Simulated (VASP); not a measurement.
Given:

```
NbScN2
1.0
    4.40864     0.00000     0.00000
    0.00000     4.40864     0.00000
    0.00000     0.00000     4.38148
Sc N Nb
2 4 2
Direct
  0.00000   0.00000   0.00000
  0.50000   0.50000   0.00000
  0.50000   0.50000   0.50000
  0.00000   0.00000   0.50000
  0.00000   0.50000   0.00000
  0.50000   0.00000   0.00000
  0.50000   0.00000   0.50000
  0.00000   0.50000   0.50000
```

Level of theory: PBEsol GGA, VASP's PBE PAW potentials (set 64) (plane waves; VASP 6.6.1). Settings: 520 eV cut-off, 8×8×8 Γ-centred mesh, tetrahedra with Blöchl corrections, potentials Sc_sv N Nb_sv.

Problem. What does the run give for the energy per atom (σ→0), band gap (on the k-mesh) with the smallest direct gap where there is one?

Solution. 
```json
{
 "band gap (on the k-mesh)": "none (metal, semimetal or under 0.01 eV)",
 "energy per atom (σ→0)": "-10.374 eV/atom"
}
```

Total energies compare only between runs with the same potentials, cut-off and functional.

The structure was generated: Nb2Sc2N4 was put into an ordered model structure (P4/mmm), which need not be its known phase. It was relaxed first.
